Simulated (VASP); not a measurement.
Method: LDA (Ceperley-Alder, Perdew-Zunger), VASP's LDA PAW potentials (set 64) (plane waves; VASP 6.6.1).

Input for VASP

### INCAR
```
ISIF  =  3
NSW  =  60   ! most ionic steps
LWAVE  =  .FALSE.
LMAXMIX  =  4
IBRION  =  2   ! conjugate gradients
EDIFFG  =  -0.02   ! ionic stop
SIGMA  =  0.05
LREAL  =  .FALSE.
NELM  =  100   ! most electronic steps
LCHARG  =  .FALSE.
EDIFF  =  1E-6
ISMEAR  =  0   ! Gaussian
PREC  =  Accurate
SYSTEM  =  Mg3Sb2
LASPH  =  .TRUE.   ! aspherical one-centre terms
ENCUT  =  400
ALGO  =  Normal
```

### POSCAR
```
Mg3Sb2
1.0
  4.5184100258   0.0000000000   0.0000000000
 -2.2592050129   3.9130574049   0.0000000000
  0.0000000000   0.0000000000   7.0621532702
Mg Sb
3 2
Direct
  0.0000000000   0.0000000000   0.0000000000
  0.3333330000   0.6666670000   0.3664408245
  0.6666670000   0.3333330000   0.6335591755
  0.3333330000   0.6666670000   0.7755464879
  0.6666670000   0.3333330000   0.2244535121
```

### KPOINTS
```
Automatic mesh
0
Gamma
5 5 3
0 0 0
```

POTCAR, in this order: Mg Sb (LDA.64 set). Program: vasp_std.

Problem. What will the output report for the number of irreducible k-points (NKPTS), number of bands (NBANDS), largest plane-wave count, number of space-group operations, FFT grid (NGX, NGY, NGZ)?

Solution. 
```yaml
number of irreducible k-points (NKPTS): 12
number of bands (NBANDS): 12
largest_plane_wave_count: 2297
number_of_space_group_operations: 12
FFT grid (NGX, NGY, NGZ): 30 × 30 × 48
```

The structure comes from a computed database's Mg3Sb2 entry (P-3m1); how it stands against other phases isn't given here. This run relaxes it. Symmetry was kept, so distortions that lower it aren't found. The k-mesh is coarse (spacing up to 0.32 per Å, 2π included), so the numbers may not be converged in it. The start is the result of an earlier pass.
